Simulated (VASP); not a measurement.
An input for Quantum ESPRESSO's pw.x (written as the equivalent of a VASP run, and not itself run):

```
&CONTROL
  calculation = 'scf'
  pseudo_dir = './pseudo'
  outdir = './out'
  tprnfor = .true.
  tstress = .true.
/
&SYSTEM
  ibrav = 0
  nat = 2
  ntyp = 2
  ecutwfc = 82
  occupations = 'smearing'
  smearing = 'gaussian'
  degauss = 0.003675
  input_dft = 'vdw-df2-b86r'
/
&ELECTRONS
  conv_thr = 7.3e-09
  electron_maxstep = 100
/
ATOMIC_SPECIES
  Si 28.085 Si.upf
  C 12.011 C.upf
CELL_PARAMETERS angstrom
     0.0000000    2.1415477    2.1415477
     2.1415477    0.0000000    2.1415477
     2.1415477    2.1415477    0.0000000
ATOMIC_POSITIONS crystal
  Si   0.0000000  0.0000000  0.0000000
  C    0.2500000  0.2500000  0.2500000
K_POINTS automatic
  10 10 10 0 0 0
```

Translate this input to VASP (INCAR, KPOINTS, POSCAR, choice of POTCAR).

This is not unique; one that fits is 
File KPOINTS:
```
Automatic mesh
0
Gamma
10 10 10
0 0 0
```

### POSCAR
```
SiC
1
    0.0000000000     2.1415477212     2.1415477212
    2.1415477212     0.0000000000     2.1415477212
    2.1415477212     2.1415477212     0.0000000000
Si C
1 1
Direct
  0.0000000000   0.0000000000   0.0000000000
  0.2500000000   0.2500000000   0.2500000000
```

INCAR:
```
! general
SYSTEM    =  SiC
PREC      =  Accurate
ENCUT     =  520   ! plane-wave cut-off (eV)
LREAL     =  F   ! projection in real space or not
LASPH     =  T

! electronic loop
EDIFF     =  1E-7
NELM      =  100   ! most electronic steps
ALGO      =  Normal

! smearing
ISMEAR    =  0
SIGMA     =  0.05   ! width (eV)

! functional
GGA       =  MK
LUSE_VDW  =  T
AGGAC     =  0.0
PARAM1    =  0.1234568
PARAM2    =  0.7114
ZAB_VDW   =  -1.8867

! ions
ISIF      =  2

! output
LWAVE     =  F
LCHARG    =  F
```

POTCAR, in this order: Si C (PBE.64 set). Program: vasp_std.

Limits of the translation: the potentials are each code's own (VASP's PAW set, PseudoDojo norm-conserving files in pw.x), so ENCUT and ecutwfc are chosen apart and not converted; conv_thr bounds pw.x's estimated SCF error, while EDIFF bounds the energy change between steps.

The compound is SiC in the zinc blende structure. This cell is one point of a volume scan, at 0.94 of the reference volume.
